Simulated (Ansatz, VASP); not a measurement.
## ZnSe (Stilleite): VASP beside Ansatz

Aim: how closely do two programs agree when they are given the same cell, functional and k mesh? The cell is taken from a series of runs on this material, whose earlier steps may have relaxed, scaled, displaced or heated it; both programs get it as it stands.

Main program and level: Ansatz 0.2.0; plane waves, with VASP 6.6.1 beside it; single point at PBE.

### Step 1. Set-up

It takes space group F-43m (No. 216, cubic). Conventional cell: a = 5.732 Å, b = 5.732 Å, c = 5.732 Å, α = 90.00°, β = 90.00°, γ = 90.00°. Zn has 4 Se at 2.48 Å nearest. Nearest to Se lie 4 Zn at 2.48 Å. Farther neighbours and most contacts between anions are not listed.

### Step 2. VASP: single point, PBE

A single point gives forces, pressure and levels at one fixed geometry, so differences don't come from the geometry; what else differs is listed under the comparison.

Lines of VASP's logs that name or quote its potential files are left out, and so is its time.

INCAR

```
SYSTEM = ZnSe
PREC = Accurate
ENCUT = 400
EDIFF = 1E-06
NELM = 120
ISMEAR = -1
SIGMA = 0.02
LREAL = .FALSE.
ALGO = Normal
GGA = PE
NBANDS = 15
LORBIT = 11
LWAVE = .FALSE.
LCHARG = .FALSE.
ISIF = 2
LASPH = .TRUE.
GGA_COMPAT = .FALSE.
EFERMI = MIDGAP
```

POSCAR

```
ZnSe
1.0
    0.0000000000      2.8662271711      2.8662271711
    2.8662271711      0.0000000000      2.8662271711
    2.8662271711      2.8662271711      0.0000000000
Zn Se
1 1
Direct
    0.0000000000      0.0000000000      0.0000000000
    0.2500000000      0.2500000000      0.2500000000
```

KPOINTS

```
Automatic mesh
0
Gamma
8 8 8
0 0 0
```

The projector-augmented-wave data sets are Zn and Se (PBE family, release 64).

Run with:

```bash
mpirun -np 1 vasp_std
```

Numbers of over 12 decimals in the logs are rounded to 6 here.

The log of the run:

```text
[banner, memory and clock lines left out]
running    1 mpi-ranks, on    1 nodes
 distrk:  each k-point on    1 cores,    1 groups
 distr:  one band on    1 cores,    1 groups

 POSCAR found type information on POSCAR ZnSe
 POSCAR found :  2 types and       2 ions
 LDA part: xc-table for (Slater+PW92), standard interpolation
 POSCAR, INCAR and KPOINTS ok, starting setup
 FFT: planning ... GRIDC
 FFT: planning ... GRID_SOFT
 FFT: planning ... GRID
 WAVECAR not read
 entering main loop
       N       E                     dE             d eps       ncg     rms          rms(c)
DAV:   1     0.742236859998E+02    0.74224E+02   -0.77364E+03   878   0.114E+03
DAV:   2    -0.182273146415E+01   -0.76046E+02   -0.72217E+02  1003   0.223E+02
DAV:   3    -0.628820308014E+01   -0.44655E+01   -0.44529E+01  1052   0.567E+01
DAV:   4    -0.632063393719E+01   -0.32431E-01   -0.32428E-01  1066   0.538E+00
DAV:   5    -0.632079719938E+01   -0.16326E-03   -0.16326E-03  1094   0.333E-01    0.448E+00
DAV:   6    -0.604882900701E+01    0.27197E+00   -0.56577E-01  1263   0.246E+01    0.344E+00
DAV:   7    -0.603075942359E+01    0.18070E-01   -0.15757E-01   982   0.363E+00    0.146E+00
DAV:   8    -0.603067788505E+01    0.81539E-04   -0.43768E-03  1080   0.627E-01    0.439E-01
DAV:   9    -0.603095039255E+01   -0.27251E-03   -0.10778E-03   982   0.252E-01    0.684E-02
DAV:  10    -0.603105000089E+01   -0.99608E-04   -0.14971E-04  1053   0.958E-02    0.175E-02
DAV:  11    -0.603105509982E+01   -0.50989E-05   -0.28557E-05   933   0.388E-02    0.526E-03
DAV:  12    -0.603105632965E+01   -0.12298E-05   -0.30017E-06  1094   0.103E-02    0.330E-03
DAV:  13    -0.603105640490E+01   -0.75252E-07   -0.55790E-07   729   0.604E-03
   1 F= -.60310564E+01 E0= -.60310564E+01  d E =-.281908E-14
```

From OUTCAR (step 2):

```text
ion  position               nearest neighbor table
   1  0.000  0.000  0.000-   2 2.48   2 2.48   2 2.48   2 2.48
   2  0.250  0.250  0.250-   1 2.48   1 2.48   1 2.48   1 2.48

  LATTYP: Found a face centered cubic cell.
 ALAT       =     5.7324543422

 Subroutine GETGRP returns: Found 24 space group operations
 (whereof 24 operations were pure point group operations)

The static configuration has the point symmetry T_d .

 Found     29 irreducible k-points:

   k-points           NKPTS =     29   k-points in BZ     NKDIM =     29   number of bands    NBANDS=     15

   dimension x,y,z NGX =    28 NGY =   28 NGZ =   28
   dimension x,y,z NGXF=    56 NGYF=   56 NGZF=   56

   ENCUT  =  400.0 eV  29.40 Ry    5.42 a.u.   6.61  6.61  6.61*2*pi/ulx,y,z

   NELECT =      18.0000    total number of electrons

 k-points in reciprocal lattice and weights: Automatic mesh
   0.00000000  0.00000000  0.00000000       0.002
   0.12500000  0.00000000  0.00000000       0.016
   0.25000000  0.00000000  0.00000000       0.016
   0.37500000  0.00000000  0.00000000       0.016
   0.50000000  0.00000000  0.00000000       0.008
   0.12500000  0.12500000  0.00000000       0.012
   0.25000000  0.12500000  0.00000000       0.047
   0.37500000  0.12500000  0.00000000       0.047
   0.50000000  0.12500000  0.00000000       0.047
[...]
-0.37500000  0.50000000  0.12500000       0.023
  -0.25000000  0.50000000  0.25000000       0.012

 average (electrostatic) potential at core
       1 -37.3001       2 -56.1890

 E-fermi :   1.9034

 k-point     1 :       0.0000    0.0000    0.0000
  band No.  band energies     occupation
    ...
      5      -4.7583      2.00000
      6      -4.7583      2.00000
      7       1.3268      2.00000
      8       1.3268      2.00000
      9       1.3268      2.00000
     10       2.4801      0.00000
     11       7.1356      0.00000
     12       7.1356      0.00000
     13       7.1356      0.00000
     14      11.1220      0.00000
    ...

 k-point     2 :       0.1250    0.0000    0.0000
  band No.  band energies     occupation
    ...
      5      -4.7595      2.00000
      6      -4.7595      2.00000
      7       0.0294      2.00000
      8       1.1842      2.00000
      9       1.1842      2.00000
     10       3.4757      0.00000
     11       7.0560      0.00000
     12       7.3781      0.00000
     13       7.3781      0.00000
     14      11.9617      0.00000
    ...

 k-point     3 :       0.2500    0.0000    0.0000
  band No.  band energies     occupation
    ...
      5      -4.7579      2.00000
      6      -4.7579      2.00000
      7      -1.6347      2.00000
      8       0.8779      2.00000
      9       0.8779      2.00000
     10       3.9830      0.00000
     11       7.7459      0.00000
     12       7.7459      0.00000
     13       7.7983      0.00000
     14      11.7257      0.00000
    ...

  Total       -0.0021378     -0.0021378     -0.0021378     -0.0000000      0.0000000      0.0000000
  in kB       -0.0727304     -0.0727304     -0.0727304     -0.0000000      0.0000000      0.0000000
  external PRESSURE =      -0.0727304 kB  Pullay stress =       0.0000000 kB

  energy-cutoff  :      400.00
  volume of cell :       47.09
      direct lattice vectors                 reciprocal lattice vectors
     0.000000000  2.866227171  2.866227171    -0.174445349  0.174445349  0.174445349
     2.866227171  0.000000000  2.866227171     0.174445349 -0.174445349  0.174445349
     2.866227171  2.866227171  0.000000000     0.174445349  0.174445349 -0.174445349

 POSITION                                       TOTAL-FORCE (eV/Angst)
 -----------------------------------------------------------------------------------
      0.00000      0.00000      0.00000         0.000000      0.000000      0.000000
      1.43311      1.43311      1.43311        -0.000000     -0.000000     -0.000000
 -----------------------------------------------------------------------------------
    total drift:                                0.000000      0.000000      0.000000

  FREE ENERGIE OF THE ION-ELECTRON SYSTEM (eV)
  ---------------------------------------------------
  free  energy   TOTEN  =        -6.0310564049 eV

  energy  without entropy=       -6.0310564049  energy(sigma->0) =       -6.03105640

 total charge
# of ion       s       p       d       tot
------------------------------------------
    1        0.527   0.421   9.782  10.730
    2        1.438   2.410   0.027   3.875
--------------------------------------------------
tot          1.965   2.831   9.809  14.605

[... 3 further parts left out ...]
```

The run ends at a pressure of -0.01 GPa.

### Step 3. Ansatz: single point, PBE

Ansatz runs on its default PAW (the set named soft_2) files.

The same cell, functional, mesh and smearing now go to Ansatz, which takes its cutoff from its data sets.

input.yaml

```yaml
crystal:
  lattice:
    - [0.0, 2.8662271711, 2.8662271711]
    - [2.8662271711, 0.0, 2.8662271711]
    - [2.8662271711, 2.8662271711, 0.0]
  atoms:
    - { symbol: Zn, position: [0.0, 0.0, 0.0] }
    - { symbol: Se, position: [0.25, 0.25, 0.25] }
kpoints:
  mp_grid: { grid: [8, 8, 8] }
  band_path:
    path:
      - [[0.0, 0.0, 0.0], [-0.5, -0.5, 0.0], [-0.375, -0.375, 0.25]]
      - [[-0.375, 0.0, 0.375], [0.0, 0.0, 0.0], [0.0, 0.0, 0.5], [-0.5, -0.25, 0.25], [-0.5, -0.5, 0.0]]
    npoints: 10
hamiltonian:
  xc: pbe
scf:
  occupations: { method: fermi_dirac, width: 0.02 }
  n_extra_bands: 4
output:
  eigenvalues: true
  write_density: true
  write_potential: true
  elf: true
  volumetric_format: npy
```

Run with:

```bash
ansatz run input.yaml --threads 3 --pin off --max-ram 92160MiB --backend cuda --devices 1 --max-vram 13GiB --events-out ev --progress --plain --runs-dir out
```

The log of the run:

```text
scf.n_extra_bands = 4 over 14 filled bands (N_el = 28.0): the run solves 18 bands
GPUs: using 1 of 1 available (devices: 1).
Engine: ansatz 0.2.0, x86_64-unknown-linux-gnu
Pseudopotentials: kind: paw
Pseudopotential: Zn, paw, valence charge 12, recommended cutoff 420 eV (normal), Zn.paw.azcp
Pseudopotential: Se, paw, valence charge 16, recommended cutoff 420 eV (normal), Se.paw.azcp
Functional definition: PBE
  parameter kappa = 0.804
  parameter beta = 0.066725
  exchange = pbe_x(kappa = kappa, mu = beta*pi^2/3)
  correlation = pbe_c(beta = beta)
device memory: the entry about to start is reckoned to put 0.8 GiB on a device that reports 33.6 GiB free (of which the cap on the GPU budget leaves the run 13.0 GiB)
GPU FFT provider: cuFFT
GPU libraries: cuBLAS 13.8.2, cuFFT 12.4.0, cuSOLVER 12.3.4
Crystal: 2 atoms, lattice volume = 47.094 Å³
Basis set: ecut = 420 eV, 941 PW (Γ)
Bands: 18, of which v1, the nominal top of the filled ones, is band 14 counted from 1 (13 counted from 0)
Symmetry: 24 space group operations
Space group: F-43m (ITA 216), of the structure as read, at distance tolerance 3.6e-5 Å
k-points: 29 of 512 (time reversal used)
Non-local potential: Zn, projectors of the file, l = 0: 2, l = 1: 2, l = 2: 3, l = 3: 1
Non-local potential: Se, projectors of the file, l = 0: 2, l = 1: 2, l = 2: 3, l = 3: 1
PAW form: soft (Blöchl's): semilocal exchange-correlation on the pseudo side does not see the compensation charge
PAW one-centre angular grid: Zn, 590 points (default); XC on 64 Gauss nodes
PAW one-centre angular grid: Se, 590 points (default); XC on 64 Gauss nodes
Initial density: superposition of atomic densities (neutral atoms: chi_scale 0, normalization atom), corrected by the library's trained network
Initial wavefunctions: pseudopotential atomic-orbital guess
GPU buffer pool allocated for 27000 grid points (all kernels)
GPU transforms: local potential and band sums: pruned to the plane-wave sphere, on 27×27×27
Functional: x = pbe(κ = 0.804, μ = 0.219515), c = pbe(β = 0.066725)
SCF iter   1: F=—  HF=-8789.536369 eV  |F-HF|=—  |Δ(HF+E_count)|=         —  Δρ=8.05e-4  dr2=5.05e-4  ethr=1.77e-3  ⟨swp⟩=5.8  Hψ=2681  notcnv=0
preconditioner: auto → none  [insulator: Δε(μ)=1.145 eV  Ē_g=11.754 eV  σ=0.020 eV  W_gap=1.00  n_scr=14 (ndim 8)  ℏωp=23.0 eV  f_vac=0.132  D(μ)=0.00/eV (n_scr^D=0)  ε∞_Penn≈4.8]
SCF iter   2: F=—  HF=-8789.536276 eV  |F-HF|=—  |Δ(HF+E_count)|=   9.28e-5  Δρ=3.83e-4  dr2=3.70e-5  ethr=1.80e-6  ⟨swp⟩=2.1  Hψ=1023  notcnv=0
SCF iter   3: F=—  HF=-8789.536367 eV  |F-HF|=—  |Δ(HF+E_count)|=   9.10e-5  Δρ=1.73e-4  dr2=9.52e-6  ethr=1.32e-7  ⟨swp⟩=2.0  Hψ=755  notcnv=0
SCF iter   4: F=—  HF=-8789.536370 eV  |F-HF|=—  |Δ(HF+E_count)|=   3.64e-6  Δρ=7.79e-5  dr2=1.35e-6  ethr=3.40e-8  ⟨swp⟩=2.0  Hψ=754  notcnv=0
iter 5 did not close the SCF: its close was put off for the readings that it lacked (scf_convergence_deferred on its scf_iter line)
SCF iter   5: F=-8789.536375 eV  HF=-8789.536375 eV  |F-HF|=1.42e-7  |Δ(HF+E_count)|=   4.81e-6  Δρ=1.07e-5  dr2=3.19e-8  ethr=4.83e-9  ⟨swp⟩=2.0  Hψ=783  notcnv=0
SCF iter   6: F=-8789.536375 eV  HF=-8789.536375 eV  |F-HF|=3.23e-9  |Δ(HF+E_count)|=   1.66e-7  Δρ=2.04e-6  dr2=1.19e-9  ethr=1.14e-10  ⟨swp⟩=1.7  Hψ=1470  notcnv=0
SCF 1 converged in 6 iterations: F = -8789.536375 eV  dr2 = 1.19e-9
  greatest PAW one-centre occupation: 1.000 electrons in one spin orbital (limit 2), on the Se atom at site 1 (counted from 0), in its partial waves of l = 2
device memory: the entry about to start is reckoned to put 1.0 GiB on a device that reports 31.7 GiB free (of which the cap on the GPU budget leaves the run 13.0 GiB)
NSCF: frozen V_eff on 62 k-points, pencils in batches of 32, up to order 80
SCF converged after 6 iterations
Free energy (F): -8789.536375 eV
Harris-Foulkes:  -8789.536375 eV  (|F-HF|=3.23e-9)
Internal energy: -8789.536375 eV  (E = F + TS)
E sigma→0 (E₀):  -8789.536375 eV
Fermi energy:    6.906753 eV
--- Per-component energies (eV) ---
  E_band       = -391.698892
  E_kinetic    = 249.339780
  E_local      = -4442.034517  (includes V_loc(G=0)·N_el)
  E_nonlocal   = 18.691086
  E_hartree    = 2055.427389
  E_xc         = -241.030449
  E_vxc        = -149.656762  (∫ρ·V_xc dr)
  E_paw        = -3739.769376  (= ΣΔE_a)
  E_vpaw       = -178.891348  (= ΣTr[D̂ρ^β])
  E_aug_tail   = -0.000934  (compensation charges beyond the density's cutoff)
  E_ewald      = -2690.159354
  E_smearing   = -0.000000  (= −TS)
  E_closure    = 0.000000  (closes the sum)
  Σ components = -8789.536375   (vs F -8789.536375, Δ=0.00e0)
--- Band table (eV; the first three rows and the last of 29) ---
  k-point 0: bands = [... 10 lower, 0.2375, 6.3191, 6.3191, 6.3191, 7.4723, 12.1383, 12.1383, 12.1383]
  k-point 1: bands = [... 10 lower, 0.2364, 5.0237, 6.1767, 6.1767, 8.4672, 12.0543, 12.3806, 12.3806]
  k-point 2: bands = [... 10 lower, 0.2378, 3.3608, 5.8707, 5.8707, 8.9772, 12.7481, 12.7481, 12.7885]
  k-point 28: bands = [... 10 lower, 0.5111, 1.8002, 3.6963, 3.8140, 11.7131, 11.8025, 13.2122, 14.0355]
```

### Step 4. Side by side

Known differences besides the potentials themselves: the data sets hold 28 valence electrons in Ansatz (on its default PAW (the set named soft_2) files) and 18 in VASP; the cutoff is 420 eV in Ansatz and 400 eV in VASP. Total energies have different zeros and are not compared.

Both answers:

| quantity | Ansatz | VASP | difference |
| --- | --- | --- | --- |
| gap on the k mesh (eV) | 1.153 | 1.153 | 0.000 |

A gap on the mesh is an upper bound, since the band edges may lie between its points.

### Step 5. Outcome

```yaml
difference_in_gap_on_the_k_mesh_single_point_pbe: -1.0e-4 eV
```

In words: The difference in gap on the k mesh is -1.0e-4 eV (single point, PBE), within the 0.08 eV picked in this series as the mark of a large difference. The data sets hold unlike numbers of valence electrons (28 in Ansatz and 18 in VASP), so part of the differences comes from the potentials. How closely two codes agree says nothing of how well the functional describes the real material.

[Lines on the potential files, build, host, timing and source positions are cut from VASP's logs without a mark.]

[Logs are printed without paths, hosts, clocks, repeated set-up lines and the standing remarks that a program may print on its own settings, such as how far it seeks lower states.]

[Hosts, paths, dates, database ids (printed as entryN), source tags and the programs' standing remarks are cut or masked in the printed files.]
